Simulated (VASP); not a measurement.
A convergence study with VASP on V (bcc): a few settings are varied, all else stays as given below, so the limit is that of these other settings. The cell's lengths are 1 % over those of the tabulated start, so it is off equilibrium.

```
CELL_PARAMETERS angstrom
     -1.53015     1.53015     1.53015
      1.53015    -1.53015     1.53015
      1.53015     1.53015    -1.53015
ATOMIC_POSITIONS crystal
  V  0.00000 0.00000 0.00000
```

Method: LDA (Ceperley-Alder, Perdew-Zunger), VASP's LDA PAW potentials (set 64) (plane waves; VASP 6.6.1). The last row used: 900 eV cut-off, 14×14×14 Γ-centred mesh, first-order Methfessel-Paxton smearing of 0.10 eV, potentials V_pv.

Energies of different potentials or hybrids have different zeros.

```csv
setting,E (eV/atom),pressure (GPa),plane waves
"ENCUT = 300, POTCAR V_sv",-9.8321,-22.26,178
"ENCUT = 400, POTCAR V_sv",-9.8243,-23.06,268
"ENCUT = 520, POTCAR V_sv",-9.8237,-21.74,398
"ENCUT = 700, POTCAR V_sv",-9.8236,-21.82,616
"ENCUT = 900, POTCAR V_sv",-9.8236,-21.70,935
"ENCUT = 300, POTCAR V",-9.7949,-24.35,178
"ENCUT = 400, POTCAR V",-9.7942,-24.25,268
"ENCUT = 520, POTCAR V",-9.7940,-24.25,398
"ENCUT = 700, POTCAR V",-9.7940,-24.25,616
"ENCUT = 900, POTCAR V",-9.7939,-24.25,935
"ENCUT = 300, POTCAR V_pv",-9.8160,-22.19,178
"ENCUT = 400, POTCAR V_pv",-9.8118,-22.75,268
"ENCUT = 520, POTCAR V_pv",-9.8114,-21.64,398
"ENCUT = 700, POTCAR V_pv",-9.8114,-21.68,616
"ENCUT = 900, POTCAR V_pv",-9.8115,-21.59,935
```

Left out are rungs that failed or repeat a setting and relaxations that didn't move; long series are thinned to 24 rows.

The compound is V in the bcc structure. The cell was not relaxed at this level. The run is not spin-polarised, so no magnetic state was tried.
